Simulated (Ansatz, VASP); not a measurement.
**Ga2O3 (glassy Ga2O3) in two plane-wave programs**

Wanted: the spread between two codes on one cell, functional and k mesh. The structure shown is the start of the Ansatz relaxation below; VASP solves that cell, so the two are compared at the walk's first step.

Program: Ansatz 0.2.0. Level of theory: plane waves, with VASP 6.6.1 beside it; single point at PBEsol. Results are calculated unless marked as measured.

## 1. Starting point

The cell holds 175 atoms: 70 Ga and 105 O. Cell: a = 12.947 Å, b = 12.947 Å, c = 12.947 Å, α = 90.0°, β = 90.0°, γ = 90.0°. As first built, before any earlier steps moved the atoms (in the runner's words): 175 atoms (70 Fe, 105 O) placed at random at 4.28 g/cm^3, melted at 4500 K for 20 ps at fixed volume with the Morse and Coulomb pair potential with partial charges (Pedone, Malavasi, Menziani, Cormack and Segre, J. Phys. Chem. B 110, 11780 (2006)). Quenched from 4500 K to 300 K at 20 K/ps and fixed volume, held 5 ps. Then Fe was replaced by Ga (the potential has no terms for the new elements, so the cell is a start for a DFT relaxation).

## 2. Ansatz: relaxation, PBEsol

Ansatz runs on its default PAW (the set named soft_2) files.

The two programs are compared at the cell with which this relaxation starts, whose forces are those of its first step.

input.yaml reads:

```yaml
crystal:
  lattice:
    - [12.9467, 0.0, 0.0]
    - [0.0, 12.9467, 0.0]
    - [0.0, 0.0, 12.9467]
  atoms:
    - { symbol: Ga, position: [0.7739, 0.64484, 0.69089] }
    - { symbol: Ga, position: [0.45035, 0.76841, 0.0014] }
    - { symbol: Ga, position: [0.56908, 0.60565, 0.55389] }
    - { symbol: Ga, position: [0.97681, 0.48037, 0.64263] }
    - { symbol: Ga, position: [0.18872, 0.66396, 0.53084] }
    - { symbol: Ga, position: [0.57828, 0.48236, 0.74419] }
    - { symbol: Ga, position: [0.89161, 0.05158, 0.32528] }
    - { symbol: Ga, position: [0.45165, 0.84485, 0.53568] }
    - { symbol: Ga, position: [0.20195, 0.38276, 0.01104] }
    - { symbol: Ga, position: [0.87879, 0.44492, 0.3056] }
    - { symbol: Ga, position: [0.62909, 0.59161, 0.93717] }
    - { symbol: Ga, position: [0.01307, 0.89655, 0.49356] }
    - { symbol: Ga, position: [0.5694, 0.39306, 0.41561] }
    - { symbol: Ga, position: [0.74377, 0.36459, 0.92528] }
    - { symbol: Ga, position: [0.82828, 0.82691, 0.31976] }
    - { symbol: Ga, position: [0.41191, 0.582, 0.38099] }
    - { symbol: Ga, position: [0.38642, 0.08618, 0.38082] }
    - { symbol: Ga, position: [0.51975, 0.61298, 0.15807] }
    - { symbol: Ga, position: [0.26918, 0.87204, 0.23946] }
    - { symbol: Ga, position: [0.97633, 0.54313, 0.88597] }
    - { symbol: Ga, position: [0.66692, 0.78919, 0.13678] }
    - { symbol: Ga, position: [0.2643, 0.89384, 0.44031] }
    - { symbol: Ga, position: [0.65612, 0.00525, 0.36365] }
    - { symbol: Ga, position: [0.74338, 0.27607, 0.70021] }
    - { symbol: Ga, position: [0.17534, 0.54131, 0.75034] }
    - { symbol: Ga, position: [0.1517, 0.5003, 0.35406] }
    - { symbol: Ga, position: [0.08532, 0.8212, 0.07589] }
    - { symbol: Ga, position: [0.34146, 0.30198, 0.75473] }
    - { symbol: Ga, position: [0.85838, 0.8888, 0.70995] }
    - { symbol: Ga, position: [0.72176, 0.07872, 0.58929] }
[... 139 atom lines left out ...]
    - { symbol: O, position: [0.91893, 0.18954, 0.39782] }
    - { symbol: O, position: [0.96173, 0.86749, 0.00106] }
    - { symbol: O, position: [0.24558, 0.00103, 0.33368] }
    - { symbol: O, position: [0.27176, 0.57813, 0.42523] }
    - { symbol: O, position: [0.16543, 0.96014, 0.52895] }
    - { symbol: O, position: [0.68032, 0.52602, 0.62787] }
kpoints:
  mp_grid: { grid: [1, 1, 1] }
hamiltonian:
  xc: pbesol
scf:
  occupations: { method: fermi_dirac, width: 0.025 }
output:
  forces: true
relax:
  f_tol: 0.05
  max_steps: 116
```

Launch:

```bash
$ ansatz run input.yaml --threads 4 --pin off --max-ram 8192MiB --backend cpu --events-out ev --progress --plain --runs-dir out
```

Numbers of over 12 decimals in the logs are rounded to 6 here.

Output:

```text
Engine: ansatz 0.2.0, x86_64-unknown-linux-gnu
Pseudopotentials: kind: paw
Pseudopotential: Ga, paw, valence charge 13, recommended cutoff 420 eV (normal), Ga.paw.azcp
Pseudopotential: O, paw, valence charge 6, recommended cutoff 420 eV (normal), O.paw.azcp
Functional definition: PBEsol
  exchange = pbesol_x
  correlation = pbesol_c
Crystal: 175 atoms, lattice volume = 2170.088 Å³
Basis set: ecut = 420 eV, 42499 PW (Γ), exchange–correlation on 180×180×180 points (8 copies of the dense FFT grid, shifted against one another)
Bands: 945, of which v1, the nominal top of the filled ones, is band 770 counted from 1 (769 counted from 0)
Symmetry: 1 space group operations
Space group: P1 (ITA 1), of the structure as read, at distance tolerance 1.3e-4 Å
k-points: 1
Non-local potential: Ga, projectors of the file, l = 0: 2, l = 1: 2, l = 2: 3, l = 3: 1
Non-local potential: O, projectors of the file, l = 0: 2, l = 1: 2, l = 2: 1
PAW form: soft (Blöchl's): semilocal exchange-correlation on the pseudo side does not see the compensation charge
PAW frozen core: Ga, regenerated for the run's functional, and the local potential with it (the file was generated under x = pbe(κ = 0.804, μ = 0.219515), c = pbe(β = 0.066725))
PAW frozen core: O, regenerated for the run's functional, and the local potential with it (the file was generated under x = pbe(κ = 0.804, μ = 0.219515), c = pbe(β = 0.066725))
PAW one-centre angular grid: Ga, 590 points (default); XC on 64 Gauss nodes
PAW one-centre angular grid: O, 110 points (default); XC on 64 Gauss nodes
Initial density: superposition of atomic densities (neutral atoms: chi_scale 0, normalization atom), corrected by the library's trained network
Initial wavefunctions: pseudopotential atomic-orbital guess
Functional: x = pbesol(κ = 0.804, μ = 0.123457), c = pbesol(β = 0.046)
SCF iter   1: F=—  HF=-320937.539836 eV  |F-HF|=—  |Δ(HF+E_count)|=         —  Δρ=1.56e-2  dr2=4.25e0  ethr=1.77e-3  ⟨swp⟩=6.0  Hψ=3070  notcnv=0  defer=166
preconditioner: auto → Resta (q_TF=auto, 2.577 Å⁻¹)  ε∞=4.6  [insulator: Δε(μ)=0.344 eV  Ē_g=16.522 eV  σ=0.025 eV  W_gap=1.00  n_scr=618 (ndim 8)  ℏωp=31.3 eV  f_vac=0.130  D(μ)=0.16/eV (n_scr^D=0)  ε∞_Penn≈4.6  vacuum switching on, ρ_ref=2.0e-2 e/Å³]
SCF iter   2: F=—  HF=-320936.339895 eV  |F-HF|=—  |Δ(HF+E_count)|=    1.20e0  Δρ=2.64e-3  dr2=1.14e-1  ethr=2.76e-4  ⟨swp⟩=2.0  Hψ=1778  notcnv=0  defer=168
SCF iter   3: F=—  HF=-320936.327690 eV  |F-HF|=—  |Δ(HF+E_count)|=   1.22e-2  Δρ=1.21e-3  dr2=3.47e-2  ethr=7.43e-6  ⟨swp⟩=2.0  Hψ=1524  notcnv=0  defer=168
SCF iter   4: F=—  HF=-320936.329549 eV  |F-HF|=—  |Δ(HF+E_count)|=   1.86e-3  Δρ=9.93e-4  dr2=2.02e-2  ethr=2.26e-6  ⟨swp⟩=3.0  Hψ=1619  notcnv=0  defer=168
SCF iter   5: F=—  HF=-320936.326719 eV  |F-HF|=—  |Δ(HF+E_count)|=   2.83e-3  Δρ=2.47e-4  dr2=1.34e-3  ethr=1.31e-6  ⟨swp⟩=3.0  Hψ=1757  notcnv=0  defer=168
SCF iter   6: F=—  HF=-320936.326708 eV  |F-HF|=—  |Δ(HF+E_count)|=   1.04e-5  Δρ=1.11e-4  dr2=3.08e-4  ethr=8.67e-8  ⟨swp⟩=2.0  Hψ=1468  notcnv=0  defer=168
SCF iter   7: F=-320936.326771 eV  HF=-320936.326792 eV  |F-HF|=2.14e-5  |Δ(HF+E_count)|=   8.43e-5  Δρ=5.14e-5  dr2=5.71e-5  ethr=4.06e-9  ⟨swp⟩=2.0  Hψ=3188  notcnv=0
SCF 1 converged in 7 iterations: F = -320936.326771 eV  dr2 = 5.71e-5
  greatest PAW one-centre occupation: 0.998 electrons in one spin orbital (limit 2), on the Ga atom at site 55 (counted from 0), in its partial waves of l = 2
relax step   1: F+E_penalty+E_count = -320936.32677105 eV  Δ(F+E_penalty+E_count) = +0.000e0 eV  max|allowed force component| = 3.218e0 eV/Å  Δτ_max = 0.0000 Å  (7 SCF iters, dr2 threshold 6.25e-5 eV, accepted)
Initial density: handed on by an earlier stage of this run
Initial wavefunctions: those handed on with the density
iter 1 solved again at ethr=2.96e-4 eV; its pass at ethr=3.10e-3 eV (dr2=4.57e0 eV) is discarded
SCF iter   1: F=—  HF=-320944.376958 eV  |F-HF|=—  |Δ(HF+E_count)|=         —  Δρ=2.65e-2  dr2=4.57e0  ethr=2.96e-4  ⟨swp⟩=1.0  Hψ=3280  notcnv=0  defer=166
preconditioner: auto → Resta (q_TF=auto, 2.577 Å⁻¹)  ε∞=4.5  [insulator: Δε(μ)=0.767 eV  Ē_g=16.642 eV  σ=0.025 eV  W_gap=1.00  n_scr=618 (ndim 8)  ℏωp=31.3 eV  f_vac=0.128  D(μ)=0.00/eV (n_scr^D=0)  ε∞_Penn≈4.5  vacuum switching on, ρ_ref=2.0e-2 e/Å³]
SCF iter   2: F=—  HF=-320943.162908 eV  |F-HF|=—  |Δ(HF+E_count)|=    1.21e0  Δρ=1.29e-2  dr2=1.07e0  ethr=2.96e-4  ⟨swp⟩=2.0  Hψ=1442  notcnv=0  defer=166
SCF iter   3: F=—  HF=-320943.016429 eV  |F-HF|=—  |Δ(HF+E_count)|=   1.46e-1  Δρ=3.21e-3  dr2=1.89e-1  ethr=6.96e-5  ⟨swp⟩=3.0  Hψ=1470  notcnv=0  defer=167
SCF iter   4: F=—  HF=-320942.988210 eV  |F-HF|=—  |Δ(HF+E_count)|=   2.82e-2  Δρ=9.02e-4  dr2=1.91e-2  ethr=1.22e-5  ⟨swp⟩=2.0  Hψ=1522  notcnv=0  defer=167
[...]
- { symbol: Ga, position: [0.054105, 0.931689, 0.882598] }
    - { symbol: Ga, position: [0.126118, 0.018290, 0.245441] }
    - { symbol: O, position: [0.318692, 0.622058, 0.872742] }
    - { symbol: O, position: [0.556217, 0.796158, 0.109438] }
    - { symbol: O, position: [0.528492, 0.497887, 0.895044] }
    - { symbol: O, position: [0.879148, 0.936134, 0.211582] }
    - { symbol: O, position: [0.889188, 0.727745, 0.600564] }
    - { symbol: O, position: [0.853098, 0.523289, 0.557573] }
    - { symbol: O, position: [0.993598, 0.809768, 0.816363] }
    - { symbol: O, position: [0.150823, 0.239124, 0.973956] }
    - { symbol: O, position: [0.289605, 0.972775, 0.715271] }
    - { symbol: O, position: [0.111229, 0.757153, 0.612586] }
    - { symbol: O, position: [0.853009, 0.594333, 0.352944] }
    - { symbol: O, position: [0.216567, 0.163696, 0.550065] }
    - { symbol: O, position: [0.669274, 0.316970, 0.296354] }
    - { symbol: O, position: [0.683512, 0.610540, 0.786954] }
    - { symbol: O, position: [0.772658, 0.746993, 0.226663] }
    - { symbol: O, position: [0.016450, 0.135341, 0.569209] }
    - { symbol: O, position: [0.708432, 0.299205, 0.070411] }
    - { symbol: O, position: [0.933376, 0.422470, 0.934984] }
    - { symbol: O, position: [0.258080, 0.774542, 0.763581] }
    - { symbol: O, position: [0.805027, 0.988038, 0.386674] }
    - { symbol: O, position: [0.204449, 0.222457, 0.747841] }
    - { symbol: O, position: [0.661659, 0.545743, 0.433324] }
    - { symbol: O, position: [0.767041, 0.504574, 0.189496] }
    - { symbol: O, position: [0.831593, 0.168419, 0.634961] }
[...]
- { symbol: O, position: [0.029896, 0.072901, 0.962254] }
    - { symbol: O, position: [0.752407, 0.767889, 0.427728] }
    - { symbol: O, position: [0.921870, 0.193809, 0.388870] }
    - { symbol: O, position: [0.978113, 0.873073, 0.00408053] }
    - { symbol: O, position: [0.252061, -0.012302, 0.315022] }
    - { symbol: O, position: [0.234790, 0.574947, 0.426072] }
    - { symbol: O, position: [0.150347, 0.943927, 0.533667] }
    - { symbol: O, position: [0.637248, 0.493586, 0.626489] }
```

## 3. VASP: single point, PBEsol, start cell

The same cell, functional, mesh and smearing now go to VASP, with its own data sets.

Lines of VASP's logs that name or quote its potential files are left out, and so is its time.

INCAR reads:

```
SYSTEM = Ga2O3
PREC = Accurate
ENCUT = 520
EDIFF = 1E-06
NELM = 120
ISMEAR = -1
SIGMA = 0.025
LREAL = Auto
ALGO = Normal
GGA = PS
NBANDS = 893
LORBIT = 11
LWAVE = .FALSE.
LCHARG = .FALSE.
ISIF = 2
LASPH = .TRUE.
GGA_COMPAT = .FALSE.
EFERMI = MIDGAP
```

POSCAR reads:

```
Ga2O3
1.0
   12.9467000000      0.0000000000      0.0000000000
    0.0000000000     12.9467000000      0.0000000000
    0.0000000000      0.0000000000     12.9467000000
Ga O
70 105
Direct
    0.7739037747      0.6448438598      0.6908864807
    0.4503464203      0.7684120278      0.0013980397
    0.5690793793      0.6056524056      0.5538863185
    0.9768126241      0.4803695150      0.6426270787
    0.1887199055      0.6639607004      0.5308379742
    0.5782786347      0.4823623008      0.7441896391
    0.8916094449      0.0515807117      0.3252798010
    0.4516517723      0.8448484942      0.5356809071
    0.2019510763      0.3827616304      0.0110375617
    0.8787876447      0.4449164652      0.3055991102
    0.6290869488      0.5916102173      0.9371731793
    0.0130689674      0.8965527895      0.4935620660
    0.5694037863      0.3930576904      0.4156117003
    0.7437725444      0.3645871149      0.9252782562
    0.8282805657      0.8269134220      0.3197571582
    0.4119119158      0.5820015911      0.3809928399
    0.3864227950      0.0861764002      0.3808229124
    0.5197463446      0.6129824589      0.1580711687
    0.2691805634      0.8720368897      0.2394587038
    0.9763337376      0.5431268200      0.8859709424
    0.6669189832      0.7891895232      0.1367761669
    0.2642990106      0.8938416739      0.4403129755
    0.6561208648      0.0052523037      0.3636525138
    0.7433786216      0.2760703500      0.7002093197
    0.1753419790      0.5413116856      0.7503379239
    0.1516988885      0.5002973731      0.3540593356
    0.0853190388      0.8211976797      0.0758880641
    0.3414615307      0.3019765655      0.7547328663
    0.8583809002      0.8887979176      0.7099492535
    0.7217592128      0.0787227633      0.5892930245
[... 139 atom lines left out ...]
    0.9189291480      0.1895386469      0.3978233836
    0.9617276990      0.8674874678      0.0010581847
    0.2455838167      0.0010272888      0.3336834869
    0.2717603714      0.5781318792      0.4252280504
    0.1654321178      0.9601365599      0.5289533240
    0.6803200816      0.5260182131      0.6278665606
```

KPOINTS reads:

```
Automatic mesh
0
Gamma
1 1 1
0 0 0
```

The projector-augmented-wave data sets are Ga_d and O (PBE family, release 64).

Launch:

```bash
$ export OMP_NUM_THREADS=3
$ mpirun -np 1 vasp_gam
```

Output:

```text
[banner, memory and clock lines left out]
running    1 mpi-ranks, on    1 nodes
[...]
Offloading initialized ...    1 GPUs detected
[...]
|                                                                             |
|               ----> ADVICE to this user running VASP <----                  |
|                                                                             |
|     You enforced a specific xc type in the INCAR file but a different       |
|     [... a line on the potential file left out ...]
|     I HOPE YOU KNOW WHAT YOU ARE DOING!                                     |
|                                                                             |

 LDA part: xc-table for (Slater+PW92), standard interpolation
 POSCAR, INCAR and KPOINTS ok, starting setup
[...]
entering main loop
       N       E                     dE             d eps       ncg     rms          rms(c)
DAV:   1     0.447381822865E+05    0.44738E+05   -0.54005E+05  1786   0.350E+03
DAV:   2     0.107277531990E+05   -0.34010E+05   -0.32553E+05  1786   0.103E+03
DAV:   3     0.526838643563E+03   -0.10201E+05   -0.96189E+04  2258   0.388E+02
DAV:   4    -0.105175528937E+04   -0.15786E+04   -0.15332E+04  2084   0.157E+02
[...]
DAV:  22    -0.107303080510E+04   -0.28392E-05   -0.16714E-05  2148   0.131E-02    0.338E-03
DAV:  23    -0.107303080620E+04   -0.11001E-05   -0.49165E-06  1452   0.898E-03    0.207E-03
DAV:  24    -0.107303080693E+04   -0.72677E-06   -0.32476E-06  1396   0.481E-03
   1 F= -.10730308E+04 E0= -.10730307E+04  d E =-.152416E-03
```

Parts of OUTCAR (step 3):

```text
  FREE ENERGIE OF THE ION-ELECTRON SYSTEM (eV)
  ---------------------------------------------------
  free  energy   TOTEN  =     -1073.0308069277 eV

  energy  without entropy=    -1073.0306545115  energy(sigma->0) =    -1073.03073072

[... 1 further part left out ...]
```

The run ends at a pressure of -12.30 GPa, with forces up to 3.4 eV/Å.

## 4. Differences

Known differences besides the potentials themselves: the cutoff is 420 eV in Ansatz and 520 eV in VASP (PREC = Accurate, projectors in real space); Ansatz makes its cores anew for this functional, VASP keeps those of its PBE data sets. Total energies have different zeros and are not compared.

Forces on 10 of the 175 atoms, those with the largest forces and the largest differences (eV/Å; atoms numbered as in POSCAR):

| atom | Ansatz x, y, z | VASP x, y, z |
| --- | --- | --- |
| Ga17 | 1.806, -0.950, -0.333 | 1.817, -0.915, -0.349 |
| Ga19 | -0.782, -1.698, 0.467 | -0.755, -1.721, 0.419 |
| Ga34 | 0.012, -1.488, -0.586 | 0.065, -1.509, -0.602 |
| Ga39 | 0.664, 2.483, -0.440 | 0.673, 2.478, -0.400 |
| Ga48 | -1.676, 0.504, 1.123 | -1.671, 0.490, 1.117 |
| Ga57 | 1.921, 0.510, -2.276 | 1.934, 0.517, -2.297 |
| Ga62 | 0.263, -0.571, 0.789 | 0.218, -0.576, 0.791 |
| Ga65 | 0.885, -1.848, 0.869 | 0.861, -1.866, 0.887 |
| O124 | 3.218, -0.270, 1.166 | 3.204, -0.280, 1.165 |
| O126 | -1.151, 0.698, 1.903 | -1.152, 0.689, 1.880 |

The forces differ by 14 meV/Å r.m.s., which is 2.1 % of the r.m.s. force of 0.665 eV/Å (both taken over all components).

## 5. Outcome

```yaml
r_m_s_force_difference_single_point_pbesol_start_cell: 2.1 % of the r.m.s. force
```

**Reading.** The r.m.s. force difference is 2.1 % of the r.m.s. force (single point, PBEsol, start cell), within the 3 % picked in this series as the mark of a large difference. 1 further run of this series is not shown here. How closely two codes agree says nothing of how well the functional describes the real material.

[Lines on the potential files, build, host, timing and source positions are cut from VASP's logs without a mark.]

[Logs are printed without paths, hosts, clocks, repeated set-up lines and the standing remarks that a program may print on its own settings, such as how far it seeks lower states.]

[Hosts, paths, dates, database ids (printed as entryN), source tags and the programs' standing remarks are cut or masked in the printed files.]
